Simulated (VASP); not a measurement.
Output of a VASP run:

File OUTCAR:
```
 ion  position               nearest neighbor table
   1  0.000  0.000  0.000-   2 2.77   3 2.77   4 2.77   2 2.77   3 2.77   2 2.77   4 2.77   2 2.77
                             3 2.77   4 2.77   3 2.77   4 2.77
   2  0.000  0.500  0.500-   1 2.77   3 2.77   4 2.77   1 2.77   4 2.77   1 2.77   3 2.77   1 2.77
                             3 2.77   4 2.77   4 2.77   3 2.77
   3  0.500  0.000  0.500-   1 2.77   2 2.77   4 2.77   1 2.77   4 2.77   2 2.77   4 2.77   4 2.77
                             1 2.77   2 2.77   1 2.77   2 2.77
   4  0.500  0.500  0.000-   1 2.77   2 2.77   3 2.77   2 2.77   3 2.77   1 2.77   3 2.77   3 2.77
                             1 2.77   2 2.77   2 2.77   1 2.77
  LATTYP: Found a simple cubic cell.
 ALAT       =     3.9200000000
 Subroutine PRICEL returns:
 Original cell was already a primitive cell.
 Subroutine GETGRP returns: Found 48 space group operations
The static configuration has the point symmetry O_h .
The dynamic configuration has the point symmetry O_h .
 Subroutine INISYM returns: Found 48 space group operations
 Subroutine IBZKPT returns following result:
 Found     20 irreducible k-points:

 Following reciprocal coordinates:
            Coordinates               Weight
  0.000000  0.000000  0.000000      1.000000
  0.142857  0.000000  0.000000      6.000000
  0.285714  0.000000  0.000000      6.000000
  0.428571  0.000000  0.000000      6.000000
  0.142857  0.142857  0.000000     12.000000
  0.285714  0.142857  0.000000     24.000000
  0.428571  0.142857  0.000000     24.000000
  0.285714  0.285714  0.000000     12.000000
  0.428571  0.285714  0.000000     24.000000
  0.428571  0.428571  0.000000     12.000000
  0.142857  0.142857  0.142857      8.000000
  0.285714  0.142857  0.142857     24.000000
  0.428571  0.142857  0.142857     24.000000
  0.285714  0.285714  0.142857     24.000000
  0.428571  0.285714  0.142857     48.000000
  0.428571  0.428571  0.142857     24.000000
  0.285714  0.285714  0.285714      8.000000
  0.428571  0.285714  0.285714     24.000000
  0.428571  0.428571  0.285714     24.000000
  0.428571  0.428571  0.428571      8.000000
   k-points           NKPTS =     20   k-points in BZ     NKDIM =     20   number of bands    NBANDS=     25
   number of dos      NEDOS =    301   number of ions     NIONS =      4
   total plane-waves  NPLWV =  21952
   dimension x,y,z NGX =    28 NGY =   28 NGZ =   28
   dimension x,y,z NGXF=    56 NGYF=   56 NGZF=   56
   ions per type =               1   3
   PREC   = accura    normal or accurate (medium, high low for compatibility)
   ISTART =      0    job   : 0-new  1-cont  2-samecut
   ICHARG =      2    charge: 1-file 2-atom 10-const
   ISPIN  =      1    spin polarized calculation?
   LNONCOLLINEAR =      F non collinear calculations
   LSORBIT =      F    spin-orbit coupling
   INIWAV =      1    electr: 0-lowe 1-rand  2-diag
   ENCUT  =  400.0 eV  29.40 Ry    5.42 a.u.   6.39  6.39  6.39*2*pi/ulx,y,z
   NELM   =    100;   NELMIN=  2; NELMDL= -5     # of ELM steps
   EDIFF  = 0.1E-05   stopping-criterion for ELM
   LREAL  =      F    real-space projection
   NLSPLINE    = F    spline interpolate recip. space projectors
   LMAXMIX     =    6 max onsite mixed and CHGCAR
   VOSKOWN=      0    Vosko Wilk Nusair interpolation
   EDIFFG = 0.1E-04   stopping-criterion for IOM
   NSW    =      0    number of steps for IOM
   NBLOCK =      1;   KBLOCK =      1    inner block; outer block
   IBRION =     -1    ionic relax: 0-MD 1-quasi-New 2-CG
   NFREE  =      0    steps in history (QN), initial steepest desc. (CG)
   ISIF   =      2    stress and relaxation
   ISYM   =      2    0-nonsym 1-usesym 2-fastsym
   TEIN   =    0.0    initial temperature
   TEBEG  =    0.0;   TEEND  =   0.0 temperature during run
   SMASS  =  -3.00    Nose mass-parameter (am)
   PSTRESS=    0.0 pullay stress
   NELECT =      42.0000    total number of electrons
   EFERMI =   0.00;   METHOD = LEGACY
   ISMEAR =     1;   SIGMA  =   0.10  broadening in eV -4-tet -1-fermi 0-gaus
   IALGO  =     58    algorithm
   LDIAG  =      T    sub-space diagonalisation (order eigenvalues)
   IMIX   =      4    mixing-type and parameters
     AMIX     =   0.40;   BMIX     =  1.00
...
```

File OSZICAR:
```
...
SDA:   6    -0.243285067736E+02    0.83429E+01   -0.27328E-01   500   0.299E+02   0.000E+00
CGA:   7    -0.281647210949E+02   -0.38362E+01   -0.34374E+01   500   0.414E+01   0.197E+01
CGA:   8    -0.289991387239E+02   -0.83442E+00   -0.82582E+00   500   0.389E+01  -0.948E+00
CGA:   9    -0.292563136891E+02   -0.25717E+00   -0.25990E+00   500   0.152E+01   0.540E-01
CGA:  10    -0.293490323514E+02   -0.92719E-01   -0.92245E-01   500   0.477E+00  -0.536E-02
CGA:  11    -0.294069260733E+02   -0.57894E-01   -0.58367E-01   500   0.606E+00  -0.264E-02
CGA:  12    -0.294697608240E+02   -0.62835E-01   -0.62769E-01   500   0.275E+00  -0.555E-02
CGA:  13    -0.294870193529E+02   -0.17259E-01   -0.16691E-01   500   0.796E-01   0.503E-02
CGA:  14    -0.294958512269E+02   -0.88319E-02   -0.88099E-02   500   0.929E-01   0.399E-03
CGA:  15    -0.295070230002E+02   -0.11172E-01   -0.11193E-01   500   0.611E-01   0.824E-03
CGA:  16    -0.295111273764E+02   -0.41044E-02   -0.41944E-02   500   0.201E-01  -0.647E-03
CGA:  17    -0.295135963098E+02   -0.24689E-02   -0.24714E-02   500   0.240E-01   0.235E-04
CGA:  18    -0.295165982590E+02   -0.30019E-02   -0.30008E-02   500   0.129E-01  -0.126E-03
CGA:  19    -0.295176283862E+02   -0.10301E-02   -0.10224E-02   500   0.613E-02   0.384E-04
CGA:  20    -0.295186564089E+02   -0.10280E-02   -0.10283E-02   500   0.855E-02   0.194E-04
CGA:  21    -0.295195078735E+02   -0.85146E-03   -0.85326E-03   500   0.297E-02   0.181E-04
CGA:  22    -0.295198024656E+02   -0.29459E-03   -0.29479E-03   500   0.236E-02  -0.191E-04
CGA:  23    -0.295202805474E+02   -0.47808E-03   -0.48197E-03   500   0.291E-02  -0.507E-04
CGA:  24    -0.295205204170E+02   -0.23987E-03   -0.23878E-03   500   0.832E-03  -0.675E-05
CGA:  25    -0.295206247398E+02   -0.10432E-03   -0.10435E-03   500   0.961E-03   0.121E-04
CGA:  26    -0.295207899118E+02   -0.16517E-03   -0.16420E-03   500   0.702E-03   0.246E-04
CGA:  27    -0.295208493353E+02   -0.59423E-04   -0.59661E-04   500   0.260E-03   0.220E-05
CGA:  28    -0.295209023950E+02   -0.53060E-04   -0.53389E-04   500   0.478E-03  -0.451E-05
CGA:  29    -0.295209624840E+02   -0.60089E-04   -0.60075E-04   500   0.198E-03  -0.171E-05
CGA:  30    -0.295209817967E+02   -0.19313E-04   -0.19389E-04   500   0.143E-03   0.252E-05
CGA:  31    -0.295210157209E+02   -0.33924E-04   -0.33620E-04   500   0.231E-03   0.302E-05
CGA:  32    -0.295210391129E+02   -0.23392E-04   -0.23351E-04   500   0.766E-04  -0.102E-05
CGA:  33    -0.295210509860E+02   -0.11873E-04   -0.11912E-04   500   0.111E-03  -0.201E-05
CGA:  34    -0.295210702020E+02   -0.19216E-04   -0.19228E-04   500   0.839E-04  -0.175E-06
CGA:  35    -0.295210775945E+02   -0.73926E-05   -0.74858E-05   500   0.439E-04   0.187E-05
CGA:  36    -0.295210879000E+02   -0.10305E-04   -0.10116E-04   500   0.932E-04   0.214E-05
CGA:  37    -0.295211010612E+02   -0.13161E-04   -0.13163E-04   500   0.347E-04  -0.165E-06
CGA:  38    -0.295211052225E+02   -0.41612E-05   -0.41217E-05   500   0.329E-04  -0.153E-05
CGA:  39    -0.295211138712E+02   -0.86487E-05   -0.88769E-05   500   0.498E-04  -0.162E-05
CGA:  40    -0.295211177159E+02   -0.38447E-05   -0.38906E-05   500   0.130E-04   0.717E-06
CGA:  41    -0.295211198974E+02   -0.21815E-05   -0.21907E-05   500   0.262E-04   0.200E-06
CGA:  42    -0.295211232959E+02   -0.33985E-05   -0.32316E-05   500   0.371E-04  -0.954E-06
CGA:  43    -0.295211249761E+02   -0.16802E-05   -0.16822E-05   500   0.171E-04  -0.729E-06
CGA:  44    -0.295211258059E+02   -0.82984E-06   -0.76905E-06   500   0.941E-05  -0.424E-06
   1 F= -.29521126E+02 E0= -.29520942E+02  d E =-.551518E-03
```

OUTCAR:
```
------------------------ aborting loop because EDIFF is reached ----------------------------------------
  FORCE on cell =-STRESS in cart. coord.  units (eV):
  Direction    XX          YY          ZZ          XY          YZ          ZX
  --------------------------------------------------------------------------------------
  Total        1.8218554      1.8218554      1.8218554      0.0000000     -0.0000000      0.0000000
  in kB       48.4580902     48.4580902     48.4580902      0.0000000     -0.0000000      0.0000000
  external PRESSURE =      48.4580902 kB  Pullay stress =       0.0000000 kB
  volume of cell :       60.24
      direct lattice vectors                 reciprocal lattice vectors
     3.920000000  0.000000000  0.000000000     0.255102041  0.000000000  0.000000000
     0.000000000  3.920000000  0.000000000     0.000000000  0.255102041  0.000000000
     0.000000000  0.000000000  3.920000000     0.000000000  0.000000000  0.255102041
 POSITION                                       TOTAL-FORCE (eV/Angst)
 -----------------------------------------------------------------------------------
      0.00000      0.00000      0.00000         0.000000      0.000000      0.000000
      0.00000      1.96000      1.96000         0.000000      0.000000      0.000000
      1.96000      0.00000      1.96000         0.000000      0.000000      0.000000
      1.96000      1.96000      0.00000         0.000000      0.000000      0.000000
 -----------------------------------------------------------------------------------
    total drift:                                0.000000      0.000000      0.000000
  FREE ENERGIE OF THE ION-ELECTRON SYSTEM (eV)
  ---------------------------------------------------
  free  energy   TOTEN  =       -29.5211258059 eV

  energy  without entropy=      -29.5205742877  energy(sigma->0) =      -29.52094197
```
(Selected blocks of OUTCAR.)

### POSCAR
```
Pt3Ti
1
    3.9200000000     0.0000000000     0.0000000000
    0.0000000000     3.9200000000     0.0000000000
    0.0000000000     0.0000000000     3.9200000000
Ti Pt
1 3
Direct
  0.0000000000   0.0000000000   0.0000000000
  0.0000000000   0.5000000000   0.5000000000
  0.5000000000   0.0000000000   0.5000000000
  0.5000000000   0.5000000000   0.0000000000
```

Q: Reconstruct the remaining input files.

A: One answer among several that fit: the input of the run itself, PBE GGA, plane waves, VASP's PBE PAW potentials (set 64).

**KPOINTS**
```
Automatic mesh
0
G
 7 7 7
0 0 0
```

INCAR:
```
ALGO  =  Conjugate
EDIFF  =  1E-6
ENCUT  =  400
GGA  =  PE
ISIF  =  2
ISMEAR  =  1
LASPH  =  .True.
LCHARG  =  .False.
LMAXMIX  =  6
LREAL  =  .False.
LWAVE  =  .False.
NELM  =  100
PREC  =  Accurate
SIGMA  =  0.1
SYSTEM  =  Pt3Ti
```

POTCAR, in this order: Ti_sv Pt (PBE.64 set). Program: vasp_std.

The compound is Pt3Ti in the L1_2 structure. The cell was not relaxed at this level. The run is one of a series of settings (ALGO = Conjugate against the base run), some of them coarse on purpose.
